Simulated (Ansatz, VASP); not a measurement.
**Cross-check of SiBPC between VASP and Ansatz**

Aim: how closely do two programs agree when they are given the same cell, functional and k mesh? The cell is generated by rule, not measured, and may not be a known phase. The cell is taken from a series of runs on this material, whose earlier steps may have relaxed, scaled, displaced or heated it; both programs get it as it stands.

Program: Ansatz 0.2.0. Level of theory: plane waves, with VASP 6.6.1 beside it; single point at HSE06. Results are calculated unless marked as measured.

The structure was built from a prototype and need not be the compound's stable phase.

### Step 1. The structure

The structure is orthorhombic, space group Pmm2 (No. 25). The conventional cell has a = 3.119 Å, b = 3.155 Å, c = 4.581 Å, α = 90.00°, β = 90.00°, γ = 90.00°. Nearest to B lie 2 C at 1.78 Å and 2 P at 1.96 Å. Nearest to P lie 2 B at 1.96 Å and 2 Si at 2.19 Å. Nearest to Si lie 2 C at 1.88 Å and 2 P at 2.19 Å. Nearest to C lie 2 B at 1.78 Å and 2 Si at 1.88 Å. It derives from BP. Farther neighbours are not listed.

### Step 2. Ansatz: single point, HSE06

Ansatz runs on its PAW soft_1 files.

A single point gives forces, pressure and levels at one fixed geometry, so differences don't come from the geometry; what else differs is listed under the comparison.

File input.yaml:

```yaml
crystal:
  lattice:
    - [3.1548937503, 0.0, 0.0]
    - [0.0, 4.5810982825, 4.7343e-06]
    - [0.0, 3.349e-06, 3.119081313]
  atoms:
    - { symbol: B, position: [0.0, -0.0396039345, 0.2500000735] }
    - { symbol: P, position: [0.5, 0.2142451754, 0.2499951765] }
    - { symbol: Si, position: [0.5, 0.5508561524, 0.7500044366] }
    - { symbol: C, position: [0.0, 0.7745026068, 0.7500003134] }
kpoints:
  mp_grid: { grid: [4, 4, 4] }
hamiltonian:
  xc: hse06
  pseudopotentials: { kind: paw, azcp: { folder: soft_1 } }
scf:
  occupations: { method: fermi_dirac, width: 0.03 }
  n_extra_bands: 5
output:
  eigenvalues: true
```

Run with:

```sh
> ansatz run input.yaml --threads 4 --pin off --max-ram 17510MiB --backend cpu --events-out ev --progress --plain --runs-dir out
```

Numbers of over 12 decimals in the logs are rounded to 6 here.

The program printed:

```text
Warning: the atoms were moved onto the symmetric positions of the space group found under crystal.symmetry.tolerance 1.0e-5 (fractional; no operation is sought that the atoms, as they stand in a round, miss by more than twice it, and no atom is moved by as much as it), and the run uses the moved positions. Before a round's move an operation carried an atom to 3.01e-5 Å from where it should land, the largest such dist [...]
scf.n_extra_bands = 5 over 8 filled bands (N_el = 16.0): the run solves 13 bands
Engine: ansatz 0.2.0, aarch64-unknown-linux-gnu
Pseudopotentials: kind: paw
Pseudopotential: B, paw, valence charge 3, recommended cutoff 420 eV (normal), soft_1/B.paw.azcp
Pseudopotential: P, paw, valence charge 5, recommended cutoff 420 eV (normal), soft_1/P.paw.azcp
Pseudopotential: Si, paw, valence charge 4, recommended cutoff 420 eV (normal), soft_1/Si.paw.azcp
Pseudopotential: C, paw, valence charge 4, recommended cutoff 420 eV (normal), soft_1/C.paw.azcp
Functional definition: HSE06
  parameter a = 0.25
  parameter omega = 0.11/bohr
  exchange = pbe_x - a*pbe_x_sr(omega) + a*exact_x_sr(omega)
  correlation = pbe_c
Crystal: 4 atoms, lattice volume = 45.080 Å³
Basis set: ecut = 420 eV, 887 PW (Γ)
Bands: 13, of which v1, the nominal top of the filled ones, is band 8 counted from 1 (7 counted from 0)
Symmetry: 4 space group operations
Space group: Pmm2 (ITA 25), of the structure as read, at distance tolerance 3.6e-5 Å
k-points: 27 of 64 (time reversal used)
Non-local potential: B, projectors of the file, l = 0: 2, l = 1: 2, l = 2: 1
Non-local potential: P, projectors of the file, l = 0: 2, l = 1: 2, l = 2: 1
Non-local potential: Si, projectors of the file, l = 0: 2, l = 1: 2, l = 2: 1
Non-local potential: C, projectors of the file, l = 0: 2, l = 1: 2, l = 2: 1
PAW form: soft (Blöchl's): semilocal exchange-correlation on the pseudo side does not see the compensation charge
PAW frozen core: B, regenerated for the run's functional, and the local potential with it (the file was generated under x = pbe(κ = 0.804, μ = 0.219515), c = pbe(β = 0.066725))
PAW frozen core: P, regenerated for the run's functional, and the local potential with it (the file was generated under x = pbe(κ = 0.804, μ = 0.219515), c = pbe(β = 0.066725))
PAW frozen core: Si, regenerated for the run's functional, and the local potential with it (the file was generated under x = pbe(κ = 0.804, μ = 0.219515), c = pbe(β = 0.066725))
PAW frozen core: C, regenerated for the run's functional, and the local potential with it (the file was generated under x = pbe(κ = 0.804, μ = 0.219515), c = pbe(β = 0.066725))
PAW one-centre angular grid: B, 110 points (default); XC on 64 Gauss nodes
PAW one-centre angular grid: P, 110 points (default); XC on 64 Gauss nodes
PAW one-centre angular grid: Si, 110 points (default); XC on 64 Gauss nodes
PAW one-centre angular grid: C, 110 points (default); XC on 64 Gauss nodes
Initial density: superposition of atomic densities (chi_scale 0.1, normalization cell, long waves kept (reshape's long-wave potential 0.01 eV rms))
Initial wavefunctions: pseudopotential atomic-orbital guess
Functional: x = pbe(κ = 0.804, μ = 0.219515), c = pbe(β = 0.066725), warm-up for x = pbe(κ = 0.804, μ = 0.219515) + 0.25 (exact − pbe) at short range (hse, ω = 0.207870 Å⁻¹), c = pbe(β = 0.066725); HSE06 as pw.x's `hse` composes it (authors' and Libxc's form: `xc: wpbeh`)
SCF iter   1: F=—  HF=-1799.344015 eV  |F-HF|=—  |Δ(HF+E_count)|=         —  Δρ=9.15e-2  dr2=4.43e0  ethr=1.00e-1  ⟨swp⟩=5.0  Hψ=1312  notcnv=0
preconditioner: auto → none  [insulator: Δε(μ)=0.386 eV  Ē_g=11.612 eV  σ=0.030 eV  W_gap=1.00  n_scr=6 (ndim 8)  ℏωp=22.1 eV  f_vac=0.000  D(μ)=0.00/eV (n_scr^D=0)]
SCF iter   2: F=—  HF=-1798.296197 eV  |F-HF|=—  |Δ(HF+E_count)|=    1.05e0  Δρ=4.16e-2  dr2=9.00e-1  ethr=2.77e-2  ⟨swp⟩=3.6  Hψ=942  notcnv=0  defer=5
SCF iter   3: F=—  HF=-1798.093963 eV  |F-HF|=—  |Δ(HF+E_count)|=   2.02e-1  Δρ=1.79e-2  dr2=1.40e-1  ethr=5.63e-3  ⟨swp⟩=3.5  Hψ=940  notcnv=0  defer=4
SCF iter   4: F=—  HF=-1798.072220 eV  |F-HF|=—  |Δ(HF+E_count)|=   2.17e-2  Δρ=7.87e-3  dr2=2.50e-2  ethr=8.73e-4  ⟨swp⟩=2.8  Hψ=738  notcnv=0  defer=1
iter 5 solved again at ethr=7.73e-6 eV; its pass at ethr=1.56e-4 eV (dr2=1.24e-3 eV) is discarded
SCF iter   5: F=—  HF=-1798.068425 eV  |F-HF|=—  |Δ(HF+E_count)|=   3.79e-3  Δρ=1.91e-3  dr2=1.17e-3  ethr=7.73e-6  ⟨swp⟩=3.3  Hψ=1518  notcnv=0  defer=6
SCF iter   6: F=—  HF=-1798.068422 eV  |F-HF|=—  |Δ(HF+E_count)|=   3.17e-6  Δρ=3.19e-4  dr2=4.41e-5  ethr=7.28e-6  ⟨swp⟩=2.3  Hψ=596  notcnv=0  defer=5
SCF iter   7: F=—  HF=-1798.068438 eV  |F-HF|=—  |Δ(HF+E_count)|=   1.55e-5  Δρ=1.13e-4  dr2=5.21e-6  ethr=2.76e-7  ⟨swp⟩=4.1  Hψ=825  notcnv=0  defer=4
SCF iter   8: F=—  HF=-1798.068438 eV  |F-HF|=—  |Δ(HF+E_count)|=   7.82e-7  Δρ=3.38e-5  dr2=2.61e-7  ethr=3.25e-8  ⟨swp⟩=3.1  Hψ=662  notcnv=0  defer=3
SCF iter   9: F=—  HF=-1798.068439 eV  |F-HF|=—  |Δ(HF+E_count)|=   2.57e-7  Δρ=7.19e-6  dr2=2.69e-8  ethr=1.63e-9  ⟨swp⟩=3.6  Hψ=790  notcnv=0  defer=2
SCF iter  10: F=—  HF=-1798.068439 eV  |F-HF|=—  |Δ(HF+E_count)|=  6.80e-10  Δρ=1.84e-6  dr2=1.01e-9  ethr=1.68e-10  ⟨swp⟩=3.1  Hψ=706  notcnv=0  defer=2
SCF iter  11: F=-1798.068439 eV  HF=-1798.068439 eV  |F-HF|=1.39e-11  |Δ(HF+E_count)|=  6.76e-10  Δρ=2.39e-7  dr2=1.70e-11  ethr=6.31e-12  ⟨swp⟩=3.3  Hψ=784  notcnv=0  defer=1
SCF 1 converged in 11 iterations: F = -1798.068439 eV  dr2 = 1.70e-11
  greatest PAW one-centre occupation: 0.774 electrons in one spin orbital (limit 2), on the P atom at site 1 (counted from 0), in its partial waves of l = 0
Initial density: handed on by an earlier stage of this run
Initial wavefunctions: those handed on with the density
Functional: x = pbe(κ = 0.804, μ = 0.219515) + 0.25 (exact − pbe) at short range (hse, ω = 0.207870 Å⁻¹), c = pbe(β = 0.066725); HSE06 as pw.x's `hse` composes it (authors' and Libxc's form: `xc: wpbeh`)
Exchange kernel: α = 0.2500, screened, ω = 0.2079 Å⁻¹, Wigner–Seitz truncation, v(0) = 1008.6719 eV·Å³, q-mesh 4×4×4, nearest image of the exchange supercell L = 12.48 Å, pair-density grid 18×25×18, without the augmentation charges, whose exchange is taken in its separable form by FFT convolution over the k-point mesh (sized by the pseudopotential files, 24×32×24 at the most), smooth part of the exact exchange by density-matrix convolution
Frozen-core exchange: fock
iter 1 solved again at ethr=5.91e-5 eV; its pass at ethr=1.00e-1 eV (dr2=9.46e-3 eV) is discarded
SCF iter   1: F=—  HF=-1799.262788 eV  |F-HF|=—  |Δ(HF+E_count)|=         —  Δρ=5.77e-3  dr2=1.14e-2  ethr=5.91e-5  ⟨swp⟩=4.7  Hψ=1977  notcnv=0
preconditioner: auto → none  [insulator: Δε(μ)=0.260 eV  Ē_g=12.981 eV  σ=0.030 eV  W_gap=0.97  n_scr=6 (ndim 8)  ℏωp=22.1 eV  f_vac=0.000  D(μ)=0.03/eV (n_scr^D=0)]
SCF iter   2: F=—  HF=-1799.258723 eV  |F-HF|=—  |Δ(HF+E_count)|=   4.06e-3  Δρ=2.55e-3  dr2=2.55e-3  ethr=5.91e-5  ⟨swp⟩=2.6  Hψ=720  notcnv=0
SCF iter   3: F=—  HF=-1799.267259 eV  |F-HF|=—  |Δ(HF+E_count)|=   8.54e-3  Δρ=1.12e-3  dr2=4.53e-4  ethr=9.25e-6  ⟨swp⟩=3.6  Hψ=848  notcnv=0  defer=1
SCF iter   4: F=—  HF=-1799.267110 eV  |F-HF|=—  |Δ(HF+E_count)|=   1.50e-4  Δρ=1.58e-4  dr2=1.99e-5  ethr=2.57e-6  ⟨swp⟩=2.5  Hψ=595  notcnv=0
SCF iter   5: F=-1799.267215 eV  HF=-1799.267219 eV  |F-HF|=3.89e-6  |Δ(HF+E_count)|=   1.09e-4  Δρ=1.12e-4  dr2=6.15e-6  ethr=4.94e-8  ⟨swp⟩=4.1  Hψ=1005  notcnv=0
SCF 2 stopped early in 5 iterations: F = -1799.267215 eV  dr2 = 6.15e-6
  greatest PAW one-centre occupation: 0.768 electrons in one spin orbital (limit 2), on the P atom at site 1 (counted from 0), in its partial waves of l = 0
hybrid outer 1: dexx = +9.937e-3 eV, tail = 1.66e-5 eV
Exchange kernel: α = 0.2500, screened, ω = 0.2079 Å⁻¹, Wigner–Seitz truncation, v(0) = 1008.6719 eV·Å³, q-mesh 4×4×4, nearest image of the exchange supercell L = 12.48 Å, pair-density grid 18×25×18, without the augmentation charges, whose exchange is taken in its separable form by FFT convolution over the k-point mesh (sized by the pseudopotential files, 24×32×24 at the most), smooth part of the exact exchange by density-matrix convolution
Frozen-core exchange: fock
SCF iter   1: F=—  HF=-1799.267133 eV  |F-HF|=—  |Δ(HF+E_count)|=         —  Δρ=2.24e-5  dr2=3.69e-7  ethr=5.18e-7  ⟨swp⟩=5.1  Hψ=934  notcnv=0
preconditioner: auto → none  [insulator: Δε(μ)=0.423 eV  Ē_g=12.991 eV  σ=0.030 eV  W_gap=1.00  n_scr=6 (ndim 8)  ℏωp=22.1 eV  f_vac=0.000  D(μ)=0.00/eV (n_scr^D=0)]
SCF iter   2: F=-1799.267133 eV  HF=-1799.267133 eV  |F-HF|=3.21e-8  |Δ(HF+E_count)|=   2.88e-8  Δρ=9.54e-6  dr2=6.83e-8  ethr=2.09e-9  ⟨swp⟩=3.7  Hψ=796  notcnv=0
SCF 3 converged in 2 iterations: F = -1799.267133 eV  dr2 = 6.83e-8
hybrid outer 2: dexx = +1.477e-7 eV, tail = 1.39e-7 eV, Δε = 2.52e-3 eV (about 3.85e-4 eV left of the loop's levels)
hybrid SCF converged: 2 outer / 7 inner (+11 warm-up), last move |dexx| = 1.48e-7 eV, tail = 1.39e-7 eV
Stability not checked: this state was not tested for a lower state beside it, because the functional holds exact exchange (a hybrid, or Hartree-Fock), whose exchange loop this test does not read (fock_operator; see scf.lower_state_search)
Free energy (F): -1799.267133 eV
Frozen-core exchange: fock
Harris-Foulkes:  -1799.267133 eV  (|F-HF|=3.21e-8)
Internal energy: -1799.267120 eV  (E = F + TS)
E sigma→0 (E₀):  -1799.267127 eV
Entropy (-TS):   -0.000013 eV (-0.003 meV/atom)
Fermi energy:    9.791262 eV
--- Per-component energies (eV) ---
  E_band       = 30.639495
  E_kinetic    = 250.588175
  E_local      = -160.394123  (includes V_loc(G=0)·N_el)
  E_nonlocal   = 84.197176
  E_hartree    = 50.742198
  E_xc         = -171.922755
  E_vxc        = -168.933952  (∫ρ·V_xc dr)
  E_exx        = -28.471191  (= α·E_x^exact, valence–valence)
  E_paw        = -1259.622768  (= ΣΔE_a)
  E_vpaw       = -19.358132  (= ΣTr[D̂ρ^β])
  E_aug_tail   = 0.000059  (compensation charges beyond the density's cutoff)
  E_ewald      = -564.219349
  E_core_change = -0.164543  (= ΣΔE_core)
  E_smearing   = -0.000013  (= −TS)
  E_closure    = 0.000000  (closes the sum)
  Σ components = -1799.267133   (vs F -1799.267133, Δ=-4.55e-13)
--- Band table (eV; the first three rows and the last of 27) ---
  k-point 0: bands = [... 4 lower, 4.7299, 8.9215, 9.0603, 9.5795, 10.6517, 12.1762, 13.9887, 14.5565, ... 1 higher]
  k-point 1: bands = [... 4 lower, 5.0830, 5.8251, 6.8026, 8.5253, 12.0592, 14.7537, 15.0451, 15.2116, ... 1 higher]
  k-point 2: bands = [... 4 lower, 3.2201, 3.5059, 6.4485, 7.3455, 14.0643, 14.5754, 16.0675, 16.4749, ... 1 higher]
  k-point 26: bands = [... 4 lower, 2.6455, 2.6458, 3.2640, 3.8570, 14.6032, 14.9304, 15.1472, 15.4052, ... 1 higher]
```

Reading the cycles: dr2 is the Hartree energy of the density residual (eV), the measure of convergence; HF is the Harris–Foulkes estimate of the energy, which meets the free energy F at convergence.

### Step 3. VASP: single point, HSE06

The same cell, functional, mesh and smearing now go to VASP, with its own data sets.

Lines of VASP's logs that name or quote its potential files are left out, and so is its time.

The run reads the wave functions of an earlier VASP run, which isn't shown here.

File INCAR:

```
SYSTEM = SiBPC
PREC = Accurate
ENCUT = 520
EDIFF = 1E-06
NELM = 100
ISMEAR = -1
SIGMA = 0.03
LREAL = .FALSE.
ALGO = Normal
LHFCALC = .TRUE.
AEXX = 0.25
GGA = PE
HFSCREEN = 0.208
LASPH = .TRUE.
NBANDS = 14
PRECFOCK = Fast
LORBIT = 11
LWAVE = .FALSE.
LCHARG = .FALSE.
KPAR = 4
ISIF = 2
```

File POSCAR:

```
SiBPC
1.0
    3.1548937503      0.0000000000      0.0000000000
    0.0000000000      4.5810982825      0.0000047343
    0.0000000000      0.0000033490      3.1190813130
B P Si C
1 1 1 1
Direct
    0.0000000000      0.9603960655      0.2500000735
    0.5000000000      0.2142451754      0.2499951765
    0.5000000000      0.5508561524      0.7500044366
    0.0000000000      0.7745026068      0.7500003134
```

File KPOINTS:

```
Automatic mesh
0
Gamma
4 4 4
0 0 0
```

PAW data sets: B, P, Si and C (PBE family, release 64).

Run with:

```sh
> mpirun -np 4 vasp_std
```

The program printed:

```text
[banner, memory and clock lines left out]
running    4 mpi-ranks, on    1 nodes
 distrk:  each k-point on    1 cores,    4 groups
 distr:  one band on    1 cores,    1 groups

 POSCAR found type information on POSCAR B P SiC
 POSCAR found :  4 types and       4 ions
 LDA part: xc-table for (Slater+PW92), standard interpolation
 found WAVECAR, reading the header
 POSCAR, INCAR and KPOINTS ok, starting setup
 FFT: planning ... GRIDC
 FFT: planning ... GRID_SOFT
 FFT: planning ... GRID
 reading WAVECAR
 the WAVECAR file was read successfully
 initial charge from wavefunction
 entering main loop
       N       E                     dE             d eps       ncg     rms          rms(c)
DAV:   1    -0.306024275100E+02   -0.30602E+02   -0.51226E-01   792   0.546E+00    0.308E+00
DAV:   2    -0.306096559406E+02   -0.72284E-02   -0.15448E-02   948   0.875E-01    0.209E+00
DAV:   3    -0.306083901820E+02    0.12658E-02   -0.78264E-04   942   0.218E-01    0.123E+00
DAV:   4    -0.306080047903E+02    0.38539E-03   -0.25493E-04   966   0.116E-01    0.707E-01
DAV:   5    -0.306078789707E+02    0.12582E-03   -0.53054E-05   936   0.549E-02    0.402E-01
DAV:   6    -0.306078361019E+02    0.42869E-04   -0.15703E-05   948   0.304E-02    0.229E-01
DAV:   7    -0.306078222802E+02    0.13822E-04   -0.54223E-06   954   0.177E-02    0.130E-01
DAV:   8    -0.306078179007E+02    0.43795E-05   -0.15051E-06   624   0.100E-02    0.748E-02
DAV:   9    -0.306078165644E+02    0.13363E-05   -0.68160E-07   504   0.685E-03    0.421E-02
DAV:  10    -0.306078161876E+02    0.37680E-06   -0.19100E-07   468   0.366E-03
   1 F= -.30607816E+02 E0= -.30607809E+02  d E =-.135025E-04
```

Parts of OUTCAR (step 3):

```text
ion  position               nearest neighbor table
   1  0.000  0.960  0.250-   4 1.78   4 1.78   2 1.96   2 1.96
   2  0.500  0.214  0.250-   1 1.96   1 1.96   3 2.19   3 2.19
   3  0.500  0.551  0.750-   4 1.88   4 1.88   2 2.19   2 2.19
   4  0.000  0.775  0.750-   1 1.78   1 1.78   3 1.88   3 1.88

  LATTYP: Found a simple orthorhombic cell.
 ALAT       =     3.1190813130
 B/A-ratio  =     1.0114817261
 C/A-ratio  =     1.4687332015

 Subroutine GETGRP returns: Found  4 space group operations
 (whereof  2 operations were pure point group operations)

The static configuration has the point symmetry C_1h.
 The point group associated with its full space group is C_2v.

 Found     27 irreducible k-points:

   k-points           NKPTS =     27   k-points in BZ     NKDIM =     64   number of bands    NBANDS=     14

   dimension x,y,z NGX =    24 NGY =   36 NGZ =   24
   dimension x,y,z NGXF=    48 NGYF=   72 NGZF=   48

   ENCUT  =  520.0 eV  38.22 Ry    6.18 a.u.   5.87  8.52  5.80*2*pi/ulx,y,z

   NELECT =      16.0000    total number of electrons

 k-points in reciprocal lattice and weights: Automatic mesh
   0.00000000  0.00000000  0.00000000       0.016
   0.25000000  0.00000000  0.00000000       0.031
   0.50000000  0.00000000  0.00000000       0.016
   0.00000000  0.25000000 -0.00000000       0.031
   0.25000000  0.25000000 -0.00000000       0.062
   0.50000000  0.25000000 -0.00000000       0.031
   0.00000000  0.50000000 -0.00000000       0.016
   0.25000000  0.50000000 -0.00000000       0.031
   0.50000000  0.50000000 -0.00000000       0.016
[...]
0.25000000  0.50000000  0.50000000       0.031
   0.50000000  0.50000000  0.50000000       0.016

  exchange ACFDT corr.  =         0.00000000  see jH, gK, PRB 81, 115126

 average (electrostatic) potential at core
       1 -21.8308       2 -76.8374       3 -77.7790       4 -42.5311

 E-fermi :   8.2094

 k-point     1 :       0.0000    0.0000    0.0000
  band No.  band energies     occupation
    ...
      4       2.8206      2.00000
      5       3.1531      2.00000
      6       7.3375      2.00000
      7       7.4818      2.00000
      8       7.9989      1.99821
      9       9.0725      0.00000
     10      10.5956      0.00000
     11      12.4137      0.00000
     12      12.9738      0.00000
     13      13.0292      0.00000
    ...

 k-point     2 :       0.2500    0.0000    0.0000
  band No.  band energies     occupation
    ...
      4       0.4084      2.00000
      5       3.7253      2.00000
      6       3.9689      2.00000
      7       5.3471      2.00000
      8       7.7844      2.00000
      9      10.5136      0.00000
     10      12.8405      0.00000
     11      13.8173      0.00000
     12      13.9375      0.00000
     13      14.6396      0.00000
    ...

 k-point     3 :       0.5000    0.0000    0.0000
  band No.  band energies     occupation
    ...
      4       0.2067      2.00000
      5       0.9501      2.00000
      6       2.7760      2.00000
      7       4.5694      2.00000
      8       7.2027      2.00000
      9      11.9039      0.00000
     10      13.3869      0.00000
     11      13.5822      0.00000
     12      15.8361      0.00000
     13      16.1359      0.00000
    ...

  Total       -0.1074623     -0.5563711      0.7169325      0.0000000      0.0000002      0.0000000
  in kB       -3.8193156    -19.7739796     25.4804902      0.0000000      0.0000069      0.0000000
  external PRESSURE =       0.6290650 kB  Pullay stress =       0.0000000 kB

  energy-cutoff  :      520.00
  volume of cell :       45.08
      direct lattice vectors                 reciprocal lattice vectors
     3.154893750  0.000000000  0.000000000     0.316967885  0.000000000  0.000000000
     0.000000000  4.581098283  0.000004734     0.000000000  0.218288266 -0.000000234
     0.000000000  0.000003349  3.119081313     0.000000000 -0.000000331  0.320607224

 POSITION                                       TOTAL-FORCE (eV/Angst)
 -----------------------------------------------------------------------------------
      0.00000      4.39967      0.77978         0.000000      0.207711      0.000000
      1.57745      0.98148      0.77976         0.000000      0.223582      0.000000
      1.57745      2.52353      2.33933         0.000000     -0.208191     -0.000000
      0.00000      3.54808      2.33932         0.000000     -0.223102     -0.000000
 -----------------------------------------------------------------------------------
    total drift:                               -0.000000      0.000040      0.000812

  FREE ENERGIE OF THE ION-ELECTRON SYSTEM (eV)
  ---------------------------------------------------
  free  energy   TOTEN  =       -30.6078161876 eV

  energy  without entropy=      -30.6078026851  energy(sigma->0) =      -30.60780944

 total charge
# of ion       s       p       d       tot
------------------------------------------
    1        0.640   1.172   0.000   1.812
    2        1.000   1.678   0.000   2.678
    3        0.738   1.003   0.000   1.741
    4        0.823   1.606   0.000   2.429
--------------------------------------------------
tot          3.202   5.459   0.000   8.660

[... 3 further parts left out ...]
```

The run ends at a pressure of 0.06 GPa, with forces up to 0.22 eV/Å.

### Step 4. Side by side

Known differences besides the potentials themselves: exact exchange at q = 0 is treated differently, which shows on coarse meshes; VASP keeps PBE cores, Ansatz makes them for the functional; the cutoff is 420 eV in Ansatz and 520 eV in VASP; VASP takes a coarser grid for exact exchange (PRECFOCK = Fast). Total energies have different zeros and are not compared.

The two programs side by side:

| quantity | Ansatz | VASP | difference |
| --- | --- | --- | --- |
| gap on the k mesh (eV) | 0.423 | 0.421 | +0.002 |

A gap on the mesh is an upper bound, since the band edges may lie between its points.

### Step 5. Outcome

| Property | Result |
| --- | --- |
| difference in gap on the k mesh (single point, HSE06) | 0.0024 eV |

In words: The difference in gap on the k mesh is 0.0024 eV (single point, HSE06), within the 0.08 eV picked in this series as the mark of a large difference. How closely two codes agree says nothing of how well the functional describes the real material.

[Lines on the potential files, build, host, timing and source positions are cut from VASP's logs without a mark.]

[Logs are printed without paths, hosts, clocks, repeated set-up lines and the standing remarks that a program may print on its own settings, such as how far it seeks lower states.]

[Hosts, paths, dates, database ids (printed as entryN), source tags and the programs' standing remarks are cut or masked in the printed files.]
